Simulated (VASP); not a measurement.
Consider the following.

```xyz
5
Lattice="4.0909 0.0000 0.0000 0.0000 4.0909 0.0000 0.0000 0.0000 4.0909" Properties=species:S:1:pos:R:3 pbc="T T T"
Ba     0.0000     0.0000     0.0000
Hf     2.0454     2.0454     2.0454
O      2.0454     0.0000     2.0454
O      0.0000     2.0454     2.0454
O      2.0454     2.0454     0.0000
```

Method: optB86b-vdW, VASP's PBE PAW potentials (set 64) (plane waves; VASP). Settings: 520 eV cut-off, 5×5×5 Γ-centred mesh, Gaussian smearing of 0.050 eV, potentials Ba_sv Hf_pv O.

Q: Estimate the energy per atom (σ→0), pressure.

A: 
```yaml
energy per atom (σ→0): -6.982 eV/atom
pressure: 12.02 GPa
```

Only differences to runs with the same potentials and settings are physical.

The compound is BaHfO3 in the cubic perovskite structure. This cell is one point of a volume scan, at 0.94 of the reference volume.
